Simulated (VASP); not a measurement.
CdTe (zinc blende), at 0.96 of the tabulated volume:

```xyz
2
Lattice="0.0000 3.1962 3.1962 3.1962 0.0000 3.1962 3.1962 3.1962 0.0000" Properties=species:S:1:pos:R:3 pbc="T T T"
Cd     0.0000     0.0000     0.0000
Te     1.5981     1.5981     1.5981
```

The lowest empty band near Γ, direction [100], from PBE with spin-orbit coupling in VASP (PAW); its two spin partners are averaged. The gap over the points computed is 0.63 eV, and the next band on that side lies 3.44 eV away at the edge.

Numerical set-up: 400 eV cut-off, 8×8×8 Γ-centred mesh, Gaussian smearing of 0.050 eV, potentials Cd Te.

```json
[
 {"distance from the edge in k (1/Å)": "0.012", "distance in energy (meV)": "9.0"},
 {"distance from the edge in k (1/Å)": "0.018", "distance in energy (meV)": "20.0"},
 {"distance from the edge in k (1/Å)": "0.025", "distance in energy (meV)": "37.6"},
 {"distance from the edge in k (1/Å)": "0.035", "distance in energy (meV)": "70.6"},
 {"distance from the edge in k (1/Å)": "0.050", "distance in energy (meV)": "133.1"},
 {"distance from the edge in k (1/Å)": "0.070", "distance in energy (meV)": "232.9"}
]
```

Problem. Fit E(1 + αE) = ħ²k²/2m* (ħ²/2m0 = 3.810 eV Å²) and predict the row at 0.095 1/Å.

Solution. Least squares on the energies gives the electron mass m* = 0.060 m0 and α = 1.44 per eV, and so 372.8 meV. The run gave 373.0 meV, +0.2 meV from the fit. So light an electron mass at Γ scales with the gap, and carries this level's error in it.

Left out are points under 3 meV from the edge, since the levels carry 0.1 meV, and points farther than half the way to the next band.

The compound is CdTe in the zinc blende structure. The cell was not relaxed at this level.
